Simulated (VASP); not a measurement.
Level of theory: vdW-DF2, VASP's PBE PAW potentials (set 64) (plane waves; VASP).

Input for VASP

### INCAR
```
AGGAC=0.0
ALGO=Normal
EDIFF=1E-7
EDIFFG=-0.01
ENCUT=520
GGA=ML
IBRION=2
ISIF=4
ISMEAR=0
LASPH=T
LCHARG=F
LMAXMIX=6
LREAL=F
LUSE_VDW=T
LWAVE=F
NELM=100
NSW=30
PREC=Accurate
SIGMA=0.05
SYSTEM=PtS2
ZAB_VDW=-1.8867
```

**KPOINTS**
```
K-points
0
G
 7 7 4
0 0 0
```

### POSCAR
```
PtS2
1
    1.8546310005    -3.2123152012     0.0000000000
    1.8546310005     3.2123152012     0.0000000000
    0.0000000000     0.0000000000     5.5099448754
Pt S
1 2
Direct
  0.0000000000   0.0000000000   0.0000000000
  0.3333330000   0.6666670000   0.2341180838
  0.6666670000   0.3333330000   0.7658819162
```

POTCAR, in this order: Pt S (PBE.64 set). Program: vasp_std.

Problem. What will the output report for the number of irreducible k-points (NKPTS), largest plane-wave count, number of space-group operations, FFT grid (NGX, NGY, NGZ)?

Solution. 
| Property | Result |
|---|---|
| number of irreducible k-points (NKPTS) | 28 |
| largest plane-wave count | 1778 |
| number of space-group operations | 12 |
| FFT grid (NGX, NGY, NGZ) | 28 × 28 × 42 |

The compound is PtS2 in the 1T layered structure. This cell is one point of a volume scan, at 1.03 of the reference volume. Symmetry was kept, so distortions that lower it aren't found.
